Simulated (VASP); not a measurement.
Here is the system:

```
MgZnO2
1.0
    3.30116     0.00000     0.00000
   -1.65058     2.85888     0.00000
    0.00000     0.00000     5.20206
Mg Zn O
1 1 2
Direct
  0.33333   0.66667   0.49677
  0.66667   0.33333   0.00342
  0.33333   0.66667   0.88203
  0.66667   0.33333   0.38978
```

Computed with modified Becke-Johnson potential (mBJ), VASP's PBE PAW potentials (set 64) (plane waves; VASP). Numerical set-up: 500 eV cut-off, 6×6×4 Γ-centred mesh, Gaussian smearing of 0.050 eV, potentials Mg Zn O.

mBJ is a potential without an energy functional, so only the levels count.

**Question.** Give the energies of bands 3 to 15 at the high-symmetry points, in eV from the valence-band maximum.

**Answer.** 
```csv
band,Γ,M,K,A,L,H
3,-4.60,-4.56,-4.34,-4.64,-4.70,-4.43
4,-4.60,-4.19,-4.06,-4.60,-4.22,-4.21
5,-4.26,-3.96,-3.94,-4.60,-4.22,-4.12
6,-3.92,-3.77,-3.40,-3.40,-3.94,-3.77
7,-3.37,-3.39,-3.38,-3.40,-3.43,-3.38
8,-3.37,-3.29,-3.30,-3.23,-3.31,-3.26
9,-1.67,-2.58,-3.19,-1.60,-2.60,-2.97
10,-1.67,-2.21,-2.42,-1.60,-1.93,-2.44
11,-0.39,-2.11,-1.71,-1.17,-1.72,-1.77
12,0.00,-1.22,-1.60,-0.03,-0.96,-1.38
13,0.00,-0.80,-1.47,-0.03,-0.80,-0.80
14,3.47,8.21,9.56,5.36,7.98,9.58
15,8.52,8.83,9.67,6.46,8.20,9.97
```

The gap is direct, 3.47 eV, from the valence maximum at Γ to the conduction minimum at Γ.

The structure comes from a computed database's MgZnO2 entry (P3m1); how it stands against other phases isn't given here. It was relaxed first. The cell's shape comes from a PBE relaxation.
